## Results and discussion

Before the cell of a crystal is relaxed by computer, someone has to choose the plane-wave cutoff, and a poor choice can send the relaxation the wrong way. The cutoff sets the shortest wave from which the electron orbitals may be built. The pressure tells the relaxation whether to let the cell grow or shrink. For gallium phosphide (GaP), described here with the PBE functional, the lowest cutoff gets that direction wrong.

VASP 6.6.1, PBE with the recommended PAW potentials (Ga_d, with the Ga 3d electrons in the valence, and P), for the two-atom cell of GaP (space group F-43m) at fixed geometry. All runs use an 8 × 8 × 8 k mesh and Gaussian smearing of 0.02 eV, without spin polarisation or spin–orbit coupling. Pressure is positive in compression.

```
wave cutoff  pressure (GPa)
     250 eV          -1.450
     300 eV           2.330
     350 eV           2.330
     400 eV           2.280
     450 eV           2.400
     520 eV           2.530
     600 eV           2.470
     700 eV           2.480
```

### The sign of the pressure

Positive pressure means that the cell is compressed and would expand if released. At 250 eV the pressure is −1.45 GPa, so a relaxation would begin by shrinking the cell. At 300 eV it is +2.33 GPa, and it stays positive in every later row. The electronic state does not change along the way: all the runs describe the same closed-shell semiconductor. What changes is the quality of the basis. The lowest cutoff lies below the default cutoff listed with both the gallium and the phosphorus potential.

The energy gives little warning of this. From 250 to 300 eV it falls by only 27 meV per two-atom cell, and the band gap on the mesh changes by about 4 meV. Judged by these two quantities, the lowest cutoff looks tolerable for many purposes. The pressure, which moves by 3.8 GPa over the same step, shows that it is not fit for relaxing the cell.

### Why a small basis pulls the cell inward

The program obtains the pressure by asking how the energy responds when the cell is stretched with its set of plane waves held fixed. Stretching the cell stretches the waves too. The same set then no longer reaches such short wavelengths, and it describes the electrons slightly less well. The energy therefore rises on expansion for a reason that has nothing to do with the chemical bonds. The calculation reads this rise as a force pulling the cell inward, known as Pulay stress.

The argument can be put into a formula. Let $V$ be the cell volume, $E_c$ the cutoff, and $E$ the energy before any correction for the finite basis. With a fixed set of waves the effective cutoff falls as $V^{-2/3}$ when the cell grows. The computed pressure is then

$$P = P_{E_c} + \frac{2}{3}\,\frac{E_c}{V}\,\frac{\partial E}{\partial E_c},$$

where $P_{E_c}$ is the pressure found by changing the volume at constant cutoff. Adding waves lowers $E$, so the last term is negative, and it fades as the basis becomes complete. This is the direction of the large error at 250 eV.

The printed energies cannot supply the size of that term. VASP adds to its total energy a correction for the kinetic-energy error of the free atoms at the chosen cutoff. The correction hides part of the basis error in the energy, but at a given cutoff it is the same for every volume, so it does not repair the pressure. The pressure error also follows the slope of the energy at the cutoff, not the amount of energy still missing. Together these two points help to explain how a modest change in energy can accompany a large change in pressure. The assignment to Pulay stress rests on theory and on the sign of the error; a separate test would need energies at neighbouring volumes for the same cutoff.

### Which electrons need the short waves

Gallium brings a filled 3d shell into this calculation. These orbitals are compact, and a compact orbital needs short waves, whereas the bonding electrons are spread more smoothly between the atoms. The orbital energies show the difference. Between 300 and 600 eV the upper Ga 3d level at the zone centre sinks by 15 meV, while the top of the valence band moves by only 0.1 meV.

The band gap can therefore settle early while the pressure is still drifting. The gap depends on the smoother states near the band edges, but the pressure responds to all the electrons, including the d shell. The level shifts show where the sensitivity to the cutoff remains, though they do not measure how much pressure each shell contributes. In any compound, the demand on the basis is set by the atom whose potential needs the highest cutoff.

### A plateau that is not convergence

The rows at 300 and 350 eV agree to the printed digits. A stopping rule that accepts a cutoff once the next one gives the same answer would end the search here. Yet both values lie 0.15 GPa below the one at 700 eV, which is about 6% of that pressure ($0.15/2.48$). Two equal neighbours show only that the pressure changed little over that one step.

The next row, at 400 eV, even dips by 0.05 GPa, and the printed energy rises there by 0.6 meV. An energy that depended only on the freedom of the orbitals could not rise when waves are added. The printed energy must therefore contain something else that varies with the cutoff, and the free-atom correction is one such part. That correction cannot cause the dip in pressure, because it does not depend on the volume. The dip may still be Pulay stress: the term in the formula follows the slope of $E$, which can steepen again for a while even as $E$ keeps falling. The grids that hold the density can also change with the cutoff, and the data do not separate these two possible causes.

### The high value at 520 eV

The largest pressure appears at 520 eV rather than at the highest cutoff. This run used a slightly smaller cell: its primitive edge is 3.853 Å, against 3.854 Å in the others. The valence band top confirms that the row stands apart. It lies 6 meV above its value at 600 eV, although it varies by only 0.2 meV among the other rows from 300 eV upward.

A simple estimate shows whether so small a difference in size matters. The volume changes by three times the relative change in edge, $3 \times 0.001/3.854$, or about 0.08%. The bulk modulus, which measures resistance to compression, is roughly 80 GPa for GaP, a recalled value. Multiplying the two gives an extra pressure of about 0.06 GPa.

The 520 eV row does lie 0.06 GPa above the 600 eV row. The close match should not be overread, because the rounding of the edge allows anything from 0.04 to 0.10 GPa. Still, the smaller cell is enough to account for the peak, and this row should be left out when convergence with cutoff is judged. The printed output after this section lists the differences and the limits of the estimate.

### Choosing the cutoff

Among the runs on the common cell, those from 450 eV upward lie within 0.1 GPa of the 700 eV result, and the last step changes the pressure by no more than 0.02 GPa. The remaining compression of about 2.5 GPa is thus no longer mainly a basis effect: PBE prefers a larger cell than the one supplied. For a cell relaxation, the cutoff should be chosen by the pressure, not by the energy or the gap. It should be accepted only when several higher cutoffs, run on exactly the same cell, agree within the tolerance that the task requires.

The analysis program printed:

```
Distance from the 700 eV row:
     row  pressure GPa  energy meV  gap meV
  250 eV         -3.93       27.33      6.8
  300 eV         -0.15       0.621      2.6
  350 eV         -0.15       0.547      0.5
  400 eV          -0.2       1.179      0.1
  450 eV         -0.08        0.56      0.1
  520 eV          0.05       0.343     -0.8
  600 eV         -0.01       0.048      0.1
  700 eV             0           0        0
Pressure change from 250 to 300 eV in GPa: 3.78
Energy change from 250 to 300 eV in meV per cell: -26.7
Gap change from 250 to 300 eV in meV: -4.2
Pressure change from 350 to 400 eV in GPa: -0.05
Energy change from 350 to 400 eV in meV per cell: 0.632
Pressure change from 600 to 700 eV in GPa: 0.01
Shift of the upper Ga 3d level from 300 to 600 eV in meV: -14.9
Shift of the valence band top from 300 to 600 eV in meV: 0.1
Valence band top at 520 eV less that at 600 eV in meV: 6
Spread of the valence band top over the other rows from 300 eV up in meV: 0.2
Direct gap at 520 eV less that at 600 eV in meV: 4.7
Pressure at 520 eV less that at 600 eV in GPa: 0.06
Volume deficit of the 520 eV cell from the rounded edges in percent: 0.07784
Extra pressure from the smaller cell at least in GPa: 0.03646
Extra pressure from the smaller cell at most in GPa: 0.09873
```
